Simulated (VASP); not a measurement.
The system is WS2 (Tungstenite).

```xyz
6
Lattice="3.1800 0.0000 0.0000 -1.5900 2.7540 0.0000 0.0000 0.0000 12.5000" Properties=species:S:1:pos:R:3 pbc="T T T"
W     0.0000    1.8360    3.1250
W     1.5900    0.9180    9.3750
S     0.0000    1.8360    7.8125
S     1.5900    0.9180    1.5625
S     0.0000    1.8360   10.9375
S     1.5900    0.9180    4.6875
```

```yaml
Program: VASP 6.6.1
Task: relaxation of cell and atoms
Functional: PBE
Dispersion: D3(BJ)
Potentials_or_basis: VASP PAW PBE potentials, release 64 (W_sv, S)
Cutoff: 600 eV
k_mesh: 12 × 12 × 3
Occupations: gaussian, width 0.03 eV
Spin: no spin polarisation
```

At the start: pressure -1.5 GPa; volume 18.24 Å³/atom.

Q: Where does the relaxation end?

A: Over 12 steps the energy falls by 5.5 meV/atom and the volume is 17.45 Å³/atom (-4.4 %); space group P6_3/mmc (No. 194, to 0.05 Å).

The path:
```
step  energy change (eV)  largest force (eV/Å)  pressure (GPa)  volume (Å³)
   1              0.0000                0.1376           -1.52       109.47
   2             -0.0075                0.3287            1.82       106.74
   3             -0.0119                0.2556            0.51       107.76
   4             -0.0146                0.0716           -0.68       107.53
   5             -0.0164                0.0531           -0.22       107.62
   6             -0.0201                0.0478           -0.21       107.24
   7             -0.0288                0.0341           -0.15       106.08
   8             -0.0309                0.0028            0.17       103.77
   9             -0.0329                0.0242            0.02       104.82
  10             -0.0329                0.0218            0.03       104.68
  11             -0.0325                0.0731           -0.38       104.65
  12             -0.0330                0.0017           -0.07       104.67
```

Final structure:
```cif
data_structure
_symmetry_space_group_name_H-M 'P 1'
_symmetry_Int_Tables_number 1
_cell_length_a 3.1551
_cell_length_b 3.1551
_cell_length_c 12.1414
_cell_angle_alpha 90.000
_cell_angle_beta 90.000
_cell_angle_gamma 120.000
_cell_volume 104.67
loop_
_atom_site_label
_atom_site_type_symbol
_atom_site_fract_x
_atom_site_fract_y
_atom_site_fract_z
_atom_site_occupancy
W1 W 0.33333 0.66667 0.25000 1
W2 W 0.66667 0.33333 0.75000 1
S1 S 0.33333 0.66667 0.62032 1
S2 S 0.66667 0.33333 0.12032 1
S3 S 0.33333 0.66667 0.87968 1
S4 S 0.66667 0.33333 0.37968 1
```
